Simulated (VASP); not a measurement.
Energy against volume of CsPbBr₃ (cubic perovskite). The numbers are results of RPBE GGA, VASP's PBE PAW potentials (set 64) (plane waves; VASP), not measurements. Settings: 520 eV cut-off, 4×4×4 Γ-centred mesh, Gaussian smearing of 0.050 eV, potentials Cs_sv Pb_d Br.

```json
[
 {"V (Å³/atom)": "43.508", "E (eV/atom)": "-2.97454"},
 {"V (Å³/atom)": "44.897", "E (eV/atom)": "-2.98177"},
 {"V (Å³/atom)": "46.285", "E (eV/atom)": "-2.98417"},
 {"V (Å³/atom)": "47.674", "E (eV/atom)": "-2.98248"}
]
```

Question: Fit these four points and predict the energy of the run at 49.062 Å³/atom.

Answer: A cubic in V^(−2/3), the third-order Birch-Murnaghan form, passes through the four points with V0 = 46.37 Å³/atom and B0 = 16 GPa, and gives -2.9773 eV/atom there. The run gave -2.9774 eV/atom, -0.0 meV/atom from the fit; all five points give B0 = 16 GPa.

The compound is CsPbBr3 in the cubic perovskite structure, the ideal cubic form; the compound distorts at low or room temperature. It was relaxed first, which changed the volume by +15 %.
